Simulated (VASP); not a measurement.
An input for Quantum ESPRESSO's pw.x (written as the equivalent of a VASP run, and not itself run):

```
&CONTROL
  calculation = 'relax'
  pseudo_dir = './pseudo'
  outdir = './out'
  tprnfor = .true.
  tstress = .true.
  nstep = 30
  forc_conv_thr = 0.00039
/
&SYSTEM
  ibrav = 0
  nat = 3
  ntyp = 2
  ecutwfc = 84
  occupations = 'smearing'
  smearing = 'gaussian'
  degauss = 0.003675
  input_dft = 'pbesol'
/
&ELECTRONS
  conv_thr = 7.3e-09
  electron_maxstep = 100
/
&IONS
/
ATOMIC_SPECIES
  Ba 137.327 Ba.upf
  F 18.998 F.upf
CELL_PARAMETERS angstrom
     0.0000000    3.0264071    3.0264071
     3.0264071    0.0000000    3.0264071
     3.0264071    3.0264071    0.0000000
ATOMIC_POSITIONS crystal
  Ba   0.0000000  0.0000000  0.0000000
  F    0.2500000  0.2500000  0.2500000
  F    0.7500000  0.7500000  0.7500000
K_POINTS automatic
  6 6 6 0 0 0
```

Q: Write the VASP files for the same calculation (PBEsol).

A: This is not unique; one that fits is 
File KPOINTS:
```
Automatic mesh
0
Gamma
6 6 6
0 0 0
```

**POSCAR**
```
BaF2
1
    0.0000000000     3.0264070903     3.0264070903
    3.0264070903     0.0000000000     3.0264070903
    3.0264070903     3.0264070903     0.0000000000
Ba F
1 2
Direct
  0.0000000000   0.0000000000   0.0000000000
  0.2500000000   0.2500000000   0.2500000000
  0.7500000000   0.7500000000   0.7500000000
```

### INCAR
```
SYSTEM = BaF2
PREC = Accurate; ENCUT = 600; LREAL = F
LASPH = T
EDIFF = 1E-7; NELM = 100; ALGO = Normal
LMAXMIX = 4
ISMEAR = 0; SIGMA = 0.05
GGA = PS
IBRION = 2; NSW = 30; ISIF = 2
EDIFFG = -0.01
LWAVE = F; LCHARG = F
```

POTCAR, in this order: Ba_sv F (PBE.64 set). Program: vasp_std.

The two are equivalent in intent, not identical: the potentials are each code's own (VASP's PAW set, PseudoDojo norm-conserving files in pw.x), so ENCUT and ecutwfc are chosen apart and not converted; conv_thr bounds pw.x's estimated SCF error, while EDIFF bounds the energy change between steps; forc_conv_thr acts on force components and is met together with etot_conv_thr.

The compound is BaF2 in the fluorite structure. This cell was strained or had an atom moved on purpose.
